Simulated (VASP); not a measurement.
Computed with LDA (Ceperley-Alder, Perdew-Zunger), VASP's LDA PAW potentials (set 64) (plane waves; VASP 6.6.1).

A VASP calculation is set up with these files.

**INCAR**
```
# general
SYSTEM  = MoSi2
PREC    = Accurate
ENCUT   = 520
LREAL   = .FALSE.
LASPH   = .TRUE.

# electronic loop
EDIFF   = 1E-6
NELM    = 100
ALGO    = Normal
LMAXMIX = 4

# smearing
ISMEAR  = 1
SIGMA   = 0.1

# ions
IBRION  = 2
NSW     = 60
ISIF    = 3
EDIFFG  = -0.02

# output
LWAVE   = .FALSE.
LCHARG  = .FALSE.
```

POSCAR:
```
MoSi2
1
   -1.5902382378     1.5902382378     3.8863939442
    1.5902382378    -1.5902382378     3.8863939442
    1.5902382378     1.5902382378    -3.8863939442
Si Mo
2 1
Direct
  0.6646871230   0.6646871230   0.0000000000
  0.3353128770   0.3353128770   0.0000000000
  0.0000000000   0.0000000000   0.0000000000
```

File KPOINTS:
```
Automatic mesh
0
Gamma
12 12 12
0 0 0
```

POTCAR, in this order: Si Mo_sv (LDA.64 set). Program: vasp_std.

Output

File OUTCAR:
```
 ion  position               nearest neighbor table
   1  0.665  0.665  0.000-   2 2.56   3 2.59   3 2.59   3 2.59   3 2.59   3 2.61   2 2.61   2 2.61
                             2 2.61   2 2.61
   2  0.335  0.335  0.000-   1 2.56   3 2.59   3 2.59   3 2.59   3 2.59   3 2.61   1 2.61   1 2.61
                             1 2.61   1 2.61
   3  0.000  0.000  0.000-   1 2.59   2 2.59   1 2.59   2 2.59   1 2.59   2 2.59   2 2.59   1 2.59
                             1 2.61   2 2.61
  LATTYP: Found a body centered tetragonal cell.
 ALAT       =     3.1804764756
 C/A-ratio  =     2.4439067379
 Subroutine PRICEL returns:
 Original cell was already a primitive cell.
 Subroutine GETGRP returns: Found 16 space group operations
The static configuration has the point symmetry D_4h.
The dynamic configuration has the point symmetry D_4h.
 Subroutine INISYM returns: Found 16 space group operations
 Subroutine IBZKPT returns following result:
 Found    163 irreducible k-points:

 Following reciprocal coordinates:
            Coordinates               Weight
  0.000000  0.000000  0.000000      1.000000
  0.083333  0.000000 -0.000000      8.000000
  0.166667  0.000000 -0.000000      8.000000
  0.250000  0.000000  0.000000      8.000000
  0.333333 -0.000000  0.000000      8.000000
  0.416667  0.000000  0.000000      8.000000
  0.500000  0.000000  0.000000      4.000000
  0.083333  0.083333 -0.000000      8.000000
  0.166667  0.083333  0.000000     16.000000
  0.250000  0.083333  0.000000     16.000000
  0.333333  0.083333  0.000000     16.000000
  0.416667  0.083333 -0.000000     16.000000
  0.500000  0.083333  0.000000     16.000000
 -0.416667  0.083333  0.000000     16.000000
 -0.333333  0.083333  0.000000     16.000000
 -0.250000  0.083333 -0.000000     16.000000
 -0.166667  0.083333  0.000000     16.000000
 -0.083333  0.083333  0.000000      4.000000
  0.166667  0.166667 -0.000000      8.000000
  0.250000  0.166667  0.000000     16.000000
  0.333333  0.166667  0.000000     16.000000
  0.416667  0.166667  0.000000     16.000000
  0.500000  0.166667  0.000000     16.000000
 -0.416667  0.166667  0.000000     16.000000
 -0.333333  0.166667  0.000000     16.000000
 -0.250000  0.166667 -0.000000     16.000000
 -0.166667  0.166667  0.000000      4.000000
  0.250000  0.250000  0.000000      8.000000
  0.333333  0.250000  0.000000     16.000000
  0.416667  0.250000  0.000000     16.000000
  0.500000  0.250000  0.000000     16.000000
 -0.416667  0.250000  0.000000     16.000000
 -0.333333  0.250000  0.000000     16.000000
 -0.250000  0.250000  0.000000      4.000000
  0.333333  0.333333  0.000000      8.000000
  0.416667  0.333333  0.000000     16.000000
  0.500000  0.333333  0.000000     16.000000
 -0.416667  0.333333 -0.000000     16.000000
 -0.333333  0.333333  0.000000      4.000000
  0.416667  0.416667  0.000000      8.000000
   k-points           NKPTS =    163   k-points in BZ     NKDIM =    163   number of bands    NBANDS=     15
   number of dos      NEDOS =    301   number of ions     NIONS =      3
   total plane-waves  NPLWV =  46656
   dimension x,y,z NGX =    36 NGY =   36 NGZ =   36
   dimension x,y,z NGXF=    72 NGYF=   72 NGZF=   72
   ions per type =               2   1
   PREC   = accura    normal or accurate (medium, high low for compatibility)
   ISTART =      0    job   : 0-new  1-cont  2-samecut
   ICHARG =      2    charge: 1-file 2-atom 10-const
   ISPIN  =      1    spin polarized calculation?
   LNONCOLLINEAR =      F non collinear calculations
   LSORBIT =      F    spin-orbit coupling
   INIWAV =      1    electr: 0-lowe 1-rand  2-diag
   ENCUT  =  520.0 eV  38.22 Ry    6.18 a.u.   8.35  8.35  8.35*2*pi/ulx,y,z
...
```

OSZICAR:
```
       N       E                     dE             d eps       ncg     rms          rms(c)
DAV:   1     0.130018362133E+03    0.13002E+03   -0.11384E+04  4890   0.140E+03
DAV:   2    -0.230271744237E+02   -0.15305E+03   -0.15100E+03  5758   0.352E+02
DAV:   3    -0.267175737770E+02   -0.36904E+01   -0.36582E+01  6451   0.488E+01
DAV:   4    -0.267363076662E+02   -0.18734E-01   -0.18732E-01  5639   0.412E+00
DAV:   5    -0.267364723584E+02   -0.16469E-03   -0.16468E-03  6514   0.363E-01    0.234E+01
DAV:   6    -0.259813505770E+02    0.75512E+00   -0.66754E+00  5779   0.193E+01    0.495E+00
DAV:   7    -0.258582530951E+02    0.12310E+00   -0.96141E-01  5583   0.700E+00    0.485E+00
DAV:   8    -0.258190811089E+02    0.39172E-01   -0.11701E-01  6017   0.293E+00    0.383E-01
DAV:   9    -0.258182451896E+02    0.83592E-03   -0.19392E-03  5905   0.409E-01    0.212E-01
DAV:  10    -0.258181359907E+02    0.10920E-03   -0.55365E-04  5996   0.229E-01    0.555E-02
DAV:  11    -0.258181272779E+02    0.87129E-05   -0.13320E-04  6059   0.967E-02    0.208E-02
DAV:  12    -0.258181249122E+02    0.23657E-05   -0.15867E-05  5751   0.290E-02    0.550E-03
DAV:  13    -0.258181248558E+02    0.56373E-07   -0.44830E-07  2900   0.676E-03
   1 F= -.25818125E+02 E0= -.25817969E+02  d E =-.258181E+02
       N       E                     dE             d eps       ncg     rms          rms(c)
DAV:   1    -0.258208069252E+02   -0.26820E-02   -0.93981E-02  5289   0.311E+00    0.288E-01
DAV:   2    -0.258188361559E+02    0.19708E-02   -0.33188E-03  6059   0.518E-01    0.130E-01
DAV:   3    -0.258183352215E+02    0.50093E-03   -0.14763E-03  6192   0.318E-01    0.452E-02
DAV:   4    -0.258183324250E+02    0.27966E-05   -0.76443E-05  5275   0.673E-02    0.128E-02
DAV:   5    -0.258183317976E+02    0.62732E-06   -0.48964E-06  6182   0.187E-02
   2 F= -.25818332E+02 E0= -.25818221E+02  d E =-.206942E-03
       N       E                     dE             d eps       ncg     rms          rms(c)
DAV:   1    -0.258187116563E+02   -0.37923E-03   -0.11197E-02  5289   0.107E+00    0.101E-01
DAV:   2    -0.258184736010E+02    0.23806E-03   -0.39879E-04  6045   0.179E-01    0.454E-02
DAV:   3    -0.258184125686E+02    0.61032E-04   -0.17893E-04  6171   0.110E-01    0.146E-02
DAV:   4    -0.258184122332E+02    0.33537E-06   -0.90078E-06  5331   0.226E-02
   3 F= -.25818412E+02 E0= -.25818285E+02  d E =-.287377E-03
```

File OUTCAR:
```
------------------------ aborting loop because EDIFF is reached ----------------------------------------
  FORCE on cell =-STRESS in cart. coord.  units (eV):
  Direction    XX          YY          ZZ          XY          YZ          ZX
  --------------------------------------------------------------------------------------
  Total       -0.0013845     -0.0013845     -0.0223720      0.0000000      0.0000000     -0.0000000
  in kB       -0.0564480     -0.0564480     -0.9121334      0.0000000      0.0000000     -0.0000000
  external PRESSURE =      -0.3416765 kB  Pullay stress =       0.0000000 kB
  volume of cell :       39.30
      direct lattice vectors                 reciprocal lattice vectors
    -1.588504043  1.588504043  3.893313919     0.000000000  0.314761553  0.128425298
     1.588504043 -1.588504043  3.893313919     0.314761553  0.000000000  0.128425298
     1.588504043  1.588504043 -3.893313919     0.314761553  0.314761553  0.000000000
 POSITION                                       TOTAL-FORCE (eV/Angst)
 -----------------------------------------------------------------------------------
      0.00000      0.00000      5.17654        -0.000000     -0.000000      0.009547
      0.00000      0.00000      2.61009         0.000000      0.000000     -0.009547
      0.00000      0.00000      0.00000        -0.000000     -0.000000      0.000000
 -----------------------------------------------------------------------------------
    total drift:                               -0.000000      0.000000     -0.000000
  FREE ENERGIE OF THE ION-ELECTRON SYSTEM (eV)
  ---------------------------------------------------
  free  energy   TOTEN  =       -25.8184122332 eV

  energy  without entropy=      -25.8180294355  energy(sigma->0) =      -25.81828463

 reached required accuracy - stopping structural energy minimisation
```
(Selected blocks of OUTCAR.)

File CONTCAR:
```
MoSi2
   1.00000000000000
    -1.5885040434720681    1.5885040434720681    3.8933139194674262
     1.5885040434720681   -1.5885040434720681    3.8933139194674262
     1.5885040434720681    1.5885040434720681   -3.8933139194674262
  Si              Mo
     2     1
Direct
     0.6647985734209593    0.6647985734209593    0.0000000000000000
     0.3352014265790408    0.3352014265790408    0.0000000000000000
     0.0000000000000000    0.0000000000000000    0.0000000000000000
```

The compound is MoSi2 in the MoSi2 type structure. This run relaxes it. Symmetry was kept, so distortions that lower it aren't found. The start is the result of an earlier pass.
